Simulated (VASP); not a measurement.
Given:

```xyz
4
Lattice="3.7309 0.0000 0.0000 0.0000 3.7309 0.0000 0.0000 0.0000 4.6323" Properties=species:S:1:pos:R:3 pbc="T T T"
Sn     1.8654     0.0000     3.5020
Sn     0.0000     1.8654     1.1303
O      1.8654     1.8654     0.0000
O      0.0000     0.0000     0.0000
```

All values below come from PBEsol GGA, VASP's PBE PAW potentials (set 64) (plane waves; VASP). Numerical set-up: 520 eV cut-off, 6×6×5 Γ-centred mesh, Gaussian smearing of 0.050 eV, potentials Sn_d O.

Without a dispersion term in the relaxation, distances and binding between the weakly bound layers, chains or molecules are unreliable, and so is what depends on them.

**Question.** The ions and cell shape at fixed volume are relaxed. Give the cell that the relaxation ends in.

**Answer.** 
```xyz
4
Lattice="3.7695 0.0000 0.0000 0.0000 3.7695 0.0000 0.0000 0.0000 4.5379" Properties=species:S:1:pos:R:3 pbc="T T T"
Sn     1.8848     0.0000     3.3796
Sn     0.0000     1.8848     1.1583
O      1.8848     1.8848     0.0000
O      0.0000     0.0000     0.0000
```
Space group P4/nmm (129), at a tolerance of 0.03 Å.

**Question.** How much energy does the relaxation gain?

**Answer.** The energy (σ→0) changes by -13.3 meV/atom, in 8 ionic steps.

```json
[
 {"step": "1", "E(σ→0) (eV)": "-24.1287", "max force (eV/Å)": "0.959", "pressure (GPa)": "6.90", "volume (Å³)": "64.48"},
 {"step": "2", "E(σ→0) (eV)": "-24.1747", "max force (eV/Å)": "0.012", "pressure (GPa)": "3.47", "volume (Å³)": "64.48"},
 {"step": "3", "E(σ→0) (eV)": "-24.1748", "max force (eV/Å)": "0.038", "pressure (GPa)": "3.39", "volume (Å³)": "64.48"},
 {"step": "4", "E(σ→0) (eV)": "-24.1797", "max force (eV/Å)": "0.010", "pressure (GPa)": "3.12", "volume (Å³)": "64.48"},
 {"step": "5", "E(σ→0) (eV)": "-24.1804", "max force (eV/Å)": "0.040", "pressure (GPa)": "2.54", "volume (Å³)": "64.48"},
 {"step": "6", "E(σ→0) (eV)": "-24.1818", "max force (eV/Å)": "0.021", "pressure (GPa)": "2.79", "volume (Å³)": "64.48"},
 {"step": "7", "E(σ→0) (eV)": "-24.1818", "max force (eV/Å)": "0.020", "pressure (GPa)": "2.81", "volume (Å³)": "64.48"},
 {"step": "8", "E(σ→0) (eV)": "-24.1819", "max force (eV/Å)": "0.005", "pressure (GPa)": "2.73", "volume (Å³)": "64.48"}
]
```

The compound is SnO in the litharge structure. This cell is one point of a volume scan, at 0.94 of the reference volume. Symmetry was kept, so distortions that lower it aren't found.
